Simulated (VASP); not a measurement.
Output of a VASP run:

### OSZICAR
```
       N       E                     dE             d eps       ncg     rms          rms(c)
DAV:   1     0.105018282229E+03    0.10502E+03   -0.74854E+03   696   0.120E+03
DAV:   2    -0.158311199898E+01   -0.10660E+03   -0.99919E+02   892   0.284E+02
DAV:   3    -0.692635692987E+01   -0.53432E+01   -0.53169E+01   896   0.594E+01
DAV:   4    -0.711400108298E+01   -0.18764E+00   -0.18747E+00  1172   0.993E+00
DAV:   5    -0.711509292215E+01   -0.10918E-02   -0.10918E-02   912   0.841E-01    0.476E+00
DAV:   6    -0.689608968932E+01    0.21900E+00   -0.41640E-01   840   0.419E+00    0.378E+00
DAV:   7    -0.688422212455E+01    0.11868E-01   -0.11337E-01   908   0.228E+00    0.199E+00
DAV:   8    -0.689156115371E+01   -0.73390E-02   -0.16737E-02   972   0.120E+00    0.219E-01
DAV:   9    -0.689173087579E+01   -0.16972E-03   -0.46538E-04   932   0.153E-01    0.944E-02
DAV:  10    -0.689213301884E+01   -0.40214E-03   -0.44071E-04   816   0.159E-01    0.203E-02
DAV:  11    -0.689213571244E+01   -0.26936E-05   -0.10720E-05  1028   0.245E-02    0.758E-03
DAV:  12    -0.689213834326E+01   -0.26308E-05   -0.28965E-06   848   0.151E-02    0.312E-03
DAV:  13    -0.689213841434E+01   -0.71075E-07   -0.25185E-07   684   0.432E-03
   1 F= -.36938591E+01 E0= -.36938591E+01  d E =-.369386E+01
       N       E                     dE             d eps       ncg     rms          rms(c)
DAV:   1    -0.801564180161E+01   -0.11235E+01   -0.32962E+01   864   0.604E+01    0.833E+00
DAV:   2    -0.685752720415E+01    0.11581E+01   -0.25411E+00   752   0.161E+01    0.291E+00
DAV:   3    -0.660075214846E+01    0.25678E+00   -0.90078E-01  1220   0.842E+00    0.183E+00
DAV:   4    -0.660655488555E+01   -0.58027E-02   -0.22952E-02  1164   0.971E-01    0.109E+00
DAV:   5    -0.661248929628E+01   -0.59344E-02   -0.14084E-02  1112   0.454E-01    0.207E-01
DAV:   6    -0.661298541152E+01   -0.49612E-03   -0.57766E-04   868   0.243E-01    0.647E-02
DAV:   7    -0.661305648682E+01   -0.71075E-04   -0.97301E-05  1256   0.825E-02    0.795E-03
DAV:   8    -0.661305685514E+01   -0.36832E-06   -0.19224E-06   748   0.170E-02
   2 F= -.37712261E+01 E0= -.37712261E+01  d E =-.773670E-01
       N       E                     dE             d eps       ncg     rms          rms(c)
DAV:   1    -0.671102764789E+01   -0.97971E-01   -0.88629E-01   824   0.994E+00    0.127E+00
DAV:   2    -0.668098598647E+01    0.30042E-01   -0.74470E-02   872   0.267E+00    0.534E-01
DAV:   3    -0.667344369595E+01    0.75423E-02   -0.23453E-02  1192   0.138E+00    0.440E-01
DAV:   4    -0.667362985948E+01   -0.18616E-03   -0.79585E-04  1216   0.179E-01    0.204E-01
DAV:   5    -0.667372462486E+01   -0.94765E-04   -0.80942E-04  1124   0.159E-01    0.379E-02
DAV:   6    -0.667371227047E+01    0.12354E-04   -0.26245E-05  1036   0.511E-02    0.175E-02
DAV:   7    -0.667370944449E+01    0.28260E-05   -0.12170E-05  1084   0.263E-02    0.869E-03
DAV:   8    -0.667371020289E+01   -0.75840E-06   -0.89553E-07   536   0.114E-02
   3 F= -.37748906E+01 E0= -.37748906E+01  d E =-.810315E-01
```

**OUTCAR**
```
------------------------ aborting loop because EDIFF is reached ----------------------------------------
  FORCE on cell =-STRESS in cart. coord.  units (eV):
  Direction    XX          YY          ZZ          XY          YZ          ZX
  --------------------------------------------------------------------------------------
  Total        2.9049273      2.9049273      2.9049273      0.0000000     -0.0000000      0.0000000
  in kB      100.2106964    100.2106964    100.2106964      0.0000000     -0.0000000      0.0000000
  external PRESSURE =       0.2106964 kB  Pullay stress =     100.0000000 kB
  volume of cell :       46.44
      direct lattice vectors                 reciprocal lattice vectors
    -0.000000000  2.852992260  2.852992260    -0.175254594  0.175254594  0.175254594
     2.852992260 -0.000000000  2.852992260     0.175254594 -0.175254594  0.175254594
     2.852992260  2.852992260  0.000000000     0.175254594  0.175254594 -0.175254594
  FREE ENERGIE OF THE ION-ELECTRON SYSTEM (eV)
  ---------------------------------------------------
  free  energy   TOTEN  =        -6.6737102029 eV

  energy  without entropy=       -6.6737102029  energy(sigma->0) =       -6.67371020
  enthalpy is  TOTEN    =        -3.7748905741 eV   P V=        2.8988196287

 reached required accuracy - stopping structural energy minimisation
```
(Selected blocks of OUTCAR.)

POSCAR:
```
KCl
1
   -0.0000000000     2.9480328992     2.9480328992
    2.9480328992     0.0000000000     2.9480328992
    2.9480328992     2.9480328992     0.0000000000
K Cl
1 1
Direct
  0.0000000000   0.0000000000   1.0000000000
  0.5000000000   0.5000000000   0.5000000000
```

Reconstruct the remaining input files.

Several could match; the one computed here: the input of the run itself, PBEsol GGA, plane waves, VASP's PBE PAW potentials (set 64).

### INCAR
```
# general
SYSTEM  = KCl
PREC    = Accurate
ENCUT   = 500   # plane-wave cut-off (eV)
LREAL   = F   # projection in real space or not
LASPH   = T

# electronic loop
EDIFF   = 1E-6
NELM    = 100
ALGO    = Normal

# smearing
ISMEAR  = 0
SIGMA   = 0.05

# functional
GGA     = PS

# ions
IBRION  = 2   # conjugate gradients
NSW     = 40   # most ionic steps
ISIF    = 3
EDIFFG  = -0.02
PSTRESS = 100   # kbar

# output
LWAVE   = F
LCHARG  = F
```

File KPOINTS:
```
Automatic
0
G
 8 8 8
0 0 0
```

POTCAR, in this order: K_sv Cl (PBE.64 set). Program: vasp_std.

Energy and stress use the plane-wave basis of the starting cell.

The compound is KCl in the rock salt structure. This run relaxes it under an external pressure of 10 GPa. Symmetry was kept, so distortions that lower it aren't found.
